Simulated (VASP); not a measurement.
Given:

```
CELL_PARAMETERS angstrom
      0.00000     2.70975     2.70975
      2.70975     0.00000     2.70975
      2.70975     2.70975     0.00000
ATOMIC_POSITIONS crystal
  Cd 0.00000 0.00000 0.00000
  F  0.25000 0.25000 0.25000
  F  0.75000 0.75000 0.75000
```

Level of theory: revTPSS meta-GGA, VASP's PBE PAW potentials (set 64) (plane waves; VASP 6.6.1). Settings: 520 eV cut-off, 8×8×8 Γ-centred mesh, tetrahedra with Blöchl corrections, potentials Cd F.

Q: Predict the energy per atom (σ→0), band gap (over mesh and band path) with the smallest direct gap where there is one.

A: 
The band gap (over mesh and band path) is 3.16 eV. The smallest direct gap (over mesh and band path) comes out as 3.66 eV and the energy per atom (σ→0) is 820 meV/atom.

Total energies compare only between runs with the same potentials, cut-off and functional.

The compound is CdF2 in the fluorite structure. It was relaxed first.
